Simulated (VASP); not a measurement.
A convergence study with VASP on HgTe (zinc blende): one setting is varied, all else stays as given below, so the limit is that of these other settings.

```
HgTe
1.0
    0.00000     3.23000     3.23000
    3.23000     0.00000     3.23000
    3.23000     3.23000     0.00000
Hg Te
1 1
Cartesian
  0.00000   0.00000   0.00000
  1.61500   1.61500   1.61500
```

Method: PBEsol GGA, VASP's PBE PAW potentials (set 64) (plane waves; VASP). The tightest run used: 600 eV cut-off, 6×6×6 Γ-centred mesh, Gaussian smearing of 0.010 eV, potentials Hg Te.

**Question.** The settings run are ENCUT = 200; ENCUT = 300; ENCUT = 400; ENCUT = 500; ENCUT = 600. From which on does the highest Γ mode stay within 2 cm⁻¹ of the tightest run?

**Answer.** From ENCUT = 300 on: it is off by 0.0 there and by no more than 2 in any finer run, while ENCUT = 200 is off by 2.4.
| setting | highest Γ mode (cm⁻¹) | plane waves | difference judged (cm⁻¹) |
|---|---|---|---|
| ENCUT = 200 | 111.5 | 444 | 2.4 |
| ENCUT = 300 | 113.9 | 821 | 0.0 |
| ENCUT = 400 | 113.8 | 1243 | 0.1 |
| ENCUT = 500 | 114.0 | 1724 | 0.0 |
| ENCUT = 600 | 113.9 | 2272 | 0.0 |

Left out are rungs that failed or repeat a setting and relaxations that didn't move; long series are thinned to 24 rows.

The compound is HgTe in the zinc blende structure. The cell was not relaxed at this level.
